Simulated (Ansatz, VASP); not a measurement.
# BiN in two plane-wave programs, part 2 of 2

One calculation is typed for both programs; each brings its own data sets and cutoff. How far apart do they land? The cell is invented: As first built, before any earlier steps moved the atoms (in the runner's words): it takes the GaN structure with some of its atoms replaced by other elements, volume scaled by an estimate. It may not be a known or stable phase. The cell is taken from a series of VASP runs on this material, whose earlier steps may have relaxed, scaled or displaced it; both programs get it as it stands.

VASP 6.6.1 and Ansatz 0.2.0.

So far: The starting structure; Ansatz: band structure, r2SCAN, spin-orbit coupling.

## Step 3: VASP: band structure, r2SCAN, spin-orbit coupling

Level of this step: r2SCAN, spin-orbit coupling; plane waves and PAW (Bi_d, N); invented cell (VASP).

The same cell, functional, mesh and smearing now go to VASP, with its own data sets and cutoff.

Lines of VASP's logs that name or quote its potential files are left out, and so is its time.

INCAR

```
SYSTEM = BiN
PREC = Accurate
ENCUT = 520
EDIFF = 1E-06
NELM = 100
ISMEAR = 0
SIGMA = 0.05
LREAL = .FALSE.
ALGO = Normal
METAGGA = R2SCAN
LASPH = .TRUE.
LNONCOLLINEAR = .TRUE.
MAGMOM = 0 0 0 0 0 0
NBANDS = 32
GGA_COMPAT = .FALSE.
LSORBIT = .TRUE.
LORBIT = 11
LWAVE = .FALSE.
LCHARG = .FALSE.
```

POSCAR

```
BiN
1.0
    0.0000000000      2.7601193961      2.7601193961
    2.7601193961      0.0000000000      2.7601193961
    2.7601193961      2.7601193961      0.0000000000
Bi N
1 1
Direct
    0.0000000000      0.0000000000      0.0000000000
    0.2500000000      0.2500000000      0.2500000000
```

KPOINTS

```
Automatic mesh
0
Gamma
7 7 7
0 0 0
```

KPOINTS_OPT

```
Line mode
16
Line-mode
Reciprocal
  0.00000000   0.00000000   0.00000000 GAMMA
  0.50000000   0.00000000   0.50000000 X

  0.50000000   0.00000000   0.50000000 X
  0.50000000   0.25000000   0.75000000 W

  0.50000000   0.25000000   0.75000000 W
  0.37500000   0.37500000   0.75000000 K

  0.37500000   0.37500000   0.75000000 K
  0.00000000   0.00000000   0.00000000 GAMMA

  0.00000000   0.00000000   0.00000000 GAMMA
  0.50000000   0.50000000   0.50000000 L

  0.50000000   0.50000000   0.50000000 L
  0.62500000   0.25000000   0.62500000 U

  0.62500000   0.25000000   0.62500000 U
  0.50000000   0.25000000   0.75000000 W

  0.50000000   0.25000000   0.75000000 W
  0.50000000   0.50000000   0.50000000 L

  0.50000000   0.50000000   0.50000000 L
  0.37500000   0.37500000   0.75000000 K

  0.62500000   0.25000000   0.62500000 U
  0.50000000   0.00000000   0.50000000 X
```

PAW data sets: Bi_d and N (PBE family, release 64).

On the command line:

```bash
> mpirun -np 1 vasp_ncl
```

Numbers of over 12 decimals in the logs are rounded to 6 here.

What it wrote:

```text
[banner, memory and clock lines left out]
running    1 mpi-ranks, on    1 nodes
 distrk:  each k-point on    1 cores,    1 groups
 distr:  one band on    1 cores,    1 groups

 POSCAR found type information on POSCAR BiN
 POSCAR found :  2 types and       2 ions
|                                                                             |
|               ----> ADVICE to this user running VASP <----                  |
|                                                                             |
|     You enforced a specific xc type in the INCAR file but a different       |
|     [... a line on the potential file left out ...]
|     I HOPE YOU KNOW WHAT YOU ARE DOING!                                     |
|                                                                             |

 LDA part: xc-table for (None), standard interpolation
 POSCAR, INCAR and KPOINTS ok, starting setup
 FFT: planning ... GRIDC
 FFT: planning ... GRID_SOFT
 FFT: planning ... GRID
 WAVECAR not read
 entering main loop
       N       E                     dE             d eps       ncg     rms          rms(c)
DAV:   1     0.171713165370E+03    0.17171E+03   -0.10102E+04  1936   0.150E+03
DAV:   2    -0.441028874748E+02   -0.21582E+03   -0.20571E+03  1952   0.456E+02
DAV:   3    -0.727185711472E+02   -0.28616E+02   -0.27834E+02  2368   0.164E+02
DAV:   4    -0.740990366478E+02   -0.13805E+01   -0.13775E+01  2264   0.382E+01
DAV:   5    -0.741604122303E+02   -0.61376E-01   -0.61371E-01  2984   0.772E+00    0.800E+00
DAV:   6    -0.664842816757E+02    0.76761E+01   -0.11389E+01  2656   0.369E+01    0.373E+00
DAV:   7    -0.664528428722E+02    0.31439E-01   -0.16276E+00  2128   0.922E+00    0.169E+00
DAV:   8    -0.664334141037E+02    0.19429E-01   -0.88220E-02  2288   0.205E+00    0.162E+00
DAV:   9    -0.665147574930E+02   -0.81343E-01   -0.44553E-01  2560   0.340E+00    0.317E+00
DAV:  10    -0.667695655868E+02   -0.25481E+00   -0.38976E-01  2096   0.377E+00    0.566E+00
DAV:  11    -0.665152512832E+02    0.25431E+00   -0.34688E+00  2048   0.135E+01    0.295E+00
DAV:  12    -0.666020104674E+02   -0.86759E-01   -0.36159E-01  2224   0.442E+00    0.393E+00
DAV:  13    -0.664568092522E+02    0.14520E+00   -0.25919E-01  2192   0.320E+00    0.168E+00
DAV:  14    -0.664352131891E+02    0.21596E-01   -0.28967E-01  2576   0.365E+00    0.571E-01
DAV:  15    -0.664323590881E+02    0.28541E-02   -0.34227E-02  1960   0.126E+00    0.808E-02
DAV:  16    -0.664334764261E+02   -0.11173E-02   -0.77611E-03  2080   0.718E-01    0.361E-01
DAV:  17    -0.664329741764E+02    0.50225E-03   -0.97810E-04  2280   0.254E-01    0.257E-01
DAV:  18    -0.664324554377E+02    0.51874E-03   -0.27195E-03  2120   0.387E-01    0.401E-02
DAV:  19    -0.664324608764E+02   -0.54387E-05   -0.19456E-04  2304   0.108E-01    0.202E-02
DAV:  20    -0.664324619980E+02   -0.11216E-05   -0.18476E-05  2000   0.314E-02    0.118E-02
DAV:  21    -0.664324620192E+02   -0.21205E-07   -0.69084E-06  2288   0.295E-02
   1 F= -.66432462E+02 E0= -.66431872E+02  d E =-.118025E-02  mag=     0.0000     0.0000    -0.0000
 Start KPOINTS_OPT (optional k-point list driver)
k-point batch [1-30\160]
       N       E                     dE             ncg
DAV:   1     0.182250085626E+04   -0.13348E+05     1920
DAV:   2    -0.451086782950E+04   -0.63334E+04     1928
DAV:   3    -0.528013335512E+04   -0.76927E+03     2312
DAV:   4    -0.531553376596E+04   -0.35400E+02     2248
DAV:   5    -0.531709758903E+04   -0.15638E+01     2952
DAV:   6    -0.531712248513E+04   -0.24896E-01     2384
DAV:   7    -0.531712335832E+04   -0.87320E-03     2984
DAV:   8    -0.531712336986E+04   -0.11535E-04     2384
DAV:   9    -0.531712337013E+04   -0.27498E-06     1648
[...]
k-point batch [151-160\160]
       N       E                     dE             ncg
DAV:   1     0.143092503298E+05   -0.65710E+04      640
DAV:   2     0.122536821694E+05   -0.20556E+04      640
DAV:   3     0.120154329957E+05   -0.23825E+03      808
DAV:   4     0.120055507683E+05   -0.98822E+01      776
DAV:   5     0.120051325952E+05   -0.41817E+00     1000
DAV:   6     0.120051280646E+05   -0.45306E-02      808
DAV:   7     0.120051278733E+05   -0.19132E-03     1000
DAV:   8     0.120051278706E+05   -0.26655E-05      760
DAV:   9     0.120051278705E+05   -0.70693E-07      544
```

From OUTCAR (step 3):

```text
ion  position               nearest neighbor table
   1  0.000  0.000  0.000-   2 2.39   2 2.39   2 2.39   2 2.39
   2  0.250  0.250  0.250-   1 2.39   1 2.39   1 2.39   1 2.39

  LATTYP: Found a face centered cubic cell.
 ALAT       =     5.5202387922

 Subroutine GETGRP returns: Found 24 space group operations
 (whereof 24 operations were pure point group operations)

The static configuration has the point symmetry T_d .

 Found     30 irreducible k-points:

   k-points           NKPTS =     30   k-points in BZ     NKDIM =     30   number of bands    NBANDS=     32

   dimension x,y,z NGX =    30 NGY =   30 NGZ =   30
   dimension x,y,z NGXF=    60 NGYF=   60 NGZF=   60

   ENCUT  =  520.0 eV  38.22 Ry    6.18 a.u.   7.26  7.26  7.26*2*pi/ulx,y,z

   NELECT =      20.0000    total number of electrons

 k-points in reciprocal lattice and weights: Automatic mesh
   0.00000000  0.00000000  0.00000000       0.003
   0.14285714  0.00000000  0.00000000       0.012
  -0.14285714  0.00000000  0.00000000       0.012
   0.28571429  0.00000000  0.00000000       0.012
  -0.28571429  0.00000000  0.00000000       0.012
   0.42857143  0.00000000  0.00000000       0.012
  -0.42857143  0.00000000  0.00000000       0.012
   0.14285714  0.14285714  0.00000000       0.017
   0.28571429  0.14285714  0.00000000       0.035
[...]
-0.42857143  0.42857143  0.14285714       0.070
  -0.28571429  0.42857143  0.14285714       0.070

 average (electrostatic) potential at core
       1-111.2357       2 -65.1447

 E-fermi :   6.4255

 k-point     1 :       0.0000    0.0000    0.0000
  band No.  band energies     occupation
    ...
     16       3.8734      1.00000
     17       4.1659      1.00000
     18       4.1659      1.00000
     19       4.1659      1.00000
     20       4.1659      1.00000
     21       7.8498      0.00000
     22       7.8498      0.00000
     23      10.3176      0.00000
     24      10.3176      0.00000
     25      10.3176      0.00000
    ...

 k-point     2 :       0.1429    0.0000    0.0000
  band No.  band energies     occupation
    ...
     16       3.6149      1.00000
     17       3.9880      1.00000
     18       4.0110      1.00000
     19       4.1342      1.00000
     20       4.1342      1.00000
     21       7.9939      0.00000
     22       7.9939      0.00000
     23       9.7431      0.00000
     24       9.7431      0.00000
     25      10.5178      0.00000
    ...

 k-point     3 :      -0.1429    0.0000    0.0000
  band No.  band energies     occupation
    ...
     16       3.6149      1.00000
     17       3.9880      1.00000
     18       4.0110      1.00000
     19       4.1342      1.00000
     20       4.1342      1.00000
     21       7.9939      0.00000
     22       7.9939      0.00000
     23       9.7431      0.00000
     24       9.7431      0.00000
     25      10.5178      0.00000
    ...

  Total        0.1328961      0.1328961      0.1328961      0.0000000     -0.0000000     -0.0000000
  in kB        5.0630149      5.0630149      5.0630149      0.0000000     -0.0000000     -0.0000000
  external PRESSURE =       5.0630149 kB  Pullay stress =       0.0000000 kB

  energy-cutoff  :      520.00
  volume of cell :       42.05
      direct lattice vectors                 reciprocal lattice vectors
     0.000000000  2.760119396  2.760119396    -0.181151584  0.181151584  0.181151584
     2.760119396  0.000000000  2.760119396     0.181151584 -0.181151584  0.181151584
     2.760119396  2.760119396  0.000000000     0.181151584  0.181151584 -0.181151584

 POSITION                                       TOTAL-FORCE (eV/Angst)
 -----------------------------------------------------------------------------------
      0.00000      0.00000      0.00000        -0.000000     -0.000000     -0.000000
      1.38006      1.38006      1.38006         0.000000      0.000000      0.000000
 -----------------------------------------------------------------------------------
    total drift:                               -0.000000     -0.000000     -0.000000

  FREE ENERGIE OF THE ION-ELECTRON SYSTEM (eV)
  ---------------------------------------------------
  free  energy   TOTEN  =       -66.4324620192 eV

  energy  without entropy=      -66.4312817734  energy(sigma->0) =      -66.43187190

 Spin-Orbit-Coupling matrix elements
 Ion:    1  E_soc:     -1.2187977
 Ion:    2  E_soc:     -0.0010937

 total charge
# of ion       s       p       d       tot
------------------------------------------
    1        1.566   1.095   9.968  12.629
    2        1.338   2.236   0.000   3.573
--------------------------------------------------
tot          2.904   3.331   9.968  16.202

 magnetization (x)
# of ion       s       p       d       tot
------------------------------------------
    1        0.000   0.000  -0.000   0.000
    2       -0.000   0.000   0.000   0.000
--------------------------------------------------
tot          0.000   0.000  -0.000   0.000

 magnetization (y)
# of ion       s       p       d       tot
------------------------------------------
    1        0.000   0.000  -0.000   0.000
    2       -0.000   0.000   0.000   0.000
--------------------------------------------------
tot          0.000   0.000  -0.000   0.000

 magnetization (z)
# of ion       s       p       d       tot
------------------------------------------
    1        0.000   0.000   0.000   0.000
    2       -0.000   0.000   0.000   0.000
--------------------------------------------------
tot          0.000   0.000   0.000   0.000

[... 3 further parts left out ...]
```

The run ends at a pressure of 0.51 GPa.

## Step 4: Differences

Known differences besides the potentials themselves: spin-orbit coupling enters by fully relativistic files in Ansatz and inside the spheres in VASP; VASP keeps PBE cores, Ansatz makes them for the functional; the cutoff is 500 eV in Ansatz and 520 eV in VASP. Total energies have different zeros and are not compared.

Compared:

| quantity | Ansatz | VASP | difference |
| --- | --- | --- | --- |
| pressure (GPa) | 0.38 | 0.51 | -0.12 |

Levels from 3 eV below to 2 eV above the Fermi level differ by 52 meV r.m.s. and 192 meV at most; each VASP level is matched to the nearest of Ansatz, which flatters the figure a little. Ansatz's pressure holds a Pulay correction of 0.04 GPa; VASP's holds none.

## Step 5: Outcome

- r.m.s. difference of levels near the Fermi level (band structure, r2SCAN, spin-orbit coupling): 52 meV

What this shows: The r.m.s. difference of levels near the Fermi level is 52 meV (band structure, r2SCAN, spin-orbit coupling), within the 80 meV picked in this series as the mark of a large difference. 1 further run of this series is not shown here. Such differences can come from data sets, numerical settings and the points named under the comparisons, not from the functional's error against experiment.

[Lines on the potential files, build, host, timing and source positions are cut from VASP's logs without a mark.]

[Logs are printed without paths, hosts, clocks, repeated set-up lines and the standing remarks that a program may print on its own settings, such as how far it seeks lower states.]

[Hosts, paths, dates, database ids (printed as entryN), source tags and the programs' standing remarks are cut or masked in the printed files.]
